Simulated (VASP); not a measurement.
Given:

```xyz
71
Lattice="4.6933 -8.1290 0.0000 4.6933 8.1290 0.0000 0.0000 0.0000 10.0192" Properties=species:S:1:pos:R:3 pbc="T T T"
Al     1.5701    -0.9022     2.5052
Al     1.5629     0.9026     9.9982
Al     1.5620    -0.9106     7.5194
Al     1.6108     0.9037     5.0389
Al     3.1610     1.7856     2.4651
Al     3.1277     3.6128     9.9986
Al     3.1154     1.8133     7.4969
Al     3.1505     3.5702     5.0385
Al     4.6942     4.5089     2.5051
Al     4.6934     6.3210     0.0056
Al     4.6972     4.5201     7.5188
Al     4.6869     6.3254     5.0109
Al     3.1295    -3.6144     2.5209
Al     3.1298    -1.8133    10.0179
Al     3.1275    -3.6137     7.5021
Al     3.1336    -1.7982     4.9985
Al     4.7001    -0.9085     2.4960
Al     4.7028     0.8958     9.9585
Al     4.6922    -0.9065     7.5013
Al     6.2638     1.8012     2.4956
Al     6.2627     3.6134    10.0179
Al     6.2588     1.8075     7.5019
Al     6.2521     3.6029     4.9987
Al     4.7083    -6.3318     2.5166
Al     4.6891    -4.5150     0.0104
Al     4.6785    -6.3217     7.5205
Al     4.7079    -4.5261     5.0043
Al     6.2723    -3.6236     2.5159
Al     6.2574    -1.8105     0.0021
Al     6.2484    -3.6024     7.5207
Al     6.2619    -1.8012     5.0082
Al     7.8253    -0.9063     2.5060
Al     7.8239     0.9028     0.0026
Al     7.8203    -0.9031     7.5151
Al     7.8180     0.8951     5.0083
N      1.5464    -0.9159     4.4161
N      1.5664     0.8957     1.8914
N      1.5636    -0.9121     9.4340
N      1.5325     0.8916     6.9744
N      3.1359     3.6128     1.8921
N      3.1202     1.8103     9.4277
N      3.1218     3.6446     6.9737
N      4.6942     4.5360     4.4164
N      4.6955     6.3197     1.9162
N      4.6994     4.5191     9.4334
N      4.6915     6.3227     6.9301
N      3.1332    -3.6167     4.4326
N      3.1257    -1.8142     1.9068
N      3.1310    -3.6158     9.4238
N      3.1240    -1.8086     6.9233
N      4.7038    -1.0003     4.3757
N      4.7276     0.8818     1.8434
N      4.6934    -0.9266     9.4241
N      4.6952     0.9006     7.0429
N      6.3452     1.8439     4.3751
N      6.2618     3.6180     1.9066
N      6.2765     1.8154     9.4248
N      6.2563     3.6163     6.9235
N      4.7109    -6.3438     4.4321
N      4.6970    -4.5197     1.9292
N      4.6866    -6.3161     9.4364
N      4.6927    -4.5171     6.9270
N      6.2836    -3.6199     4.4314
N      6.2721    -1.8195     1.9092
N      6.2475    -3.6131     9.4366
N      6.2595    -1.8039     6.9273
N      7.8251    -0.9063     4.4216
N      7.8390     0.8952     1.9094
N      7.8232    -0.9052     9.4307
N      7.8195     0.8990     6.9274
Ge     4.2892     1.1351     4.9091
```
Cell charge -1.

Calculation: HSE06 screened hybrid, VASP's PBE PAW potentials (set 64) (plane waves; VASP 6.6.1). Numerical set-up: PREC = Normal, LREAL = Auto, ISYM = 0, NELECT = 285.0, EDIFF = 1E-5, 400 eV cut-off, 1×1×1 Γ-centred mesh, Gaussian smearing of 0.050 eV, potentials Al N Ge. Starting moments (MAGMOM): 71*0.0423. The cell's moment is fixed (NUPDOWN = 3).

The cell is charged, with a uniform compensating background. The supercell is sampled at Γ alone, which is coarse: total energies, pressure and levels can be off, energies of defects by several tenths of an eV.

Task: Estimate the cell moment, energy per atom (σ→0).

Result: 
The cell moment is 3.00 μB and the energy per atom (σ→0) comes out as -8.437 eV/atom.

Task: Give the moment on each site (PAW-sphere projection).

Result: 
```csv
site,moment (μB)
Al1,0.00
Al2,0.00
Al3,0.00
Al4,0.09
Al5,0.09
Al6,0.00
Al7,0.00
Al8,0.09
Al9,0.00
Al10,0.00
Al11,0.00
Al12,0.00
Al13,0.00
Al14,0.00
Al15,0.00
Al16,0.00
Al17,0.00
Al18,0.01
Al19,0.00
Al20,0.00
Al21,0.00
Al22,0.00
Al23,0.00
Al24,0.00
Al25,0.00
Al26,0.00
Al27,0.00
Al28,0.00
Al29,0.00
Al30,0.00
Al31,0.00
Al32,0.00
Al33,0.00
Al34,0.00
Al35,0.00
N36,0.04
N37,0.03
N38,0.00
N39,0.04
N40,0.03
N41,0.00
N42,0.04
N43,0.04
N44,0.00
N45,0.00
N46,0.00
N47,0.00
N48,0.00
N49,0.00
N50,0.00
N51,0.14
N52,0.04
N53,0.01
N54,0.10
N55,0.14
N56,0.00
N57,0.01
N58,0.00
N59,0.06
N60,0.00
N61,0.00
N62,0.00
N63,0.06
N64,0.00
N65,0.00
N66,0.00
N67,0.00
N68,0.00
N69,0.00
N70,0.00
Ge71,0.42
```

Only differences to runs with the same potentials and settings are physical.

The cell is a supercell with a defect, built from AlN (wurtzite): Ge_Al-vac_N, charge -1. The cell's shape comes from a PBE relaxation.
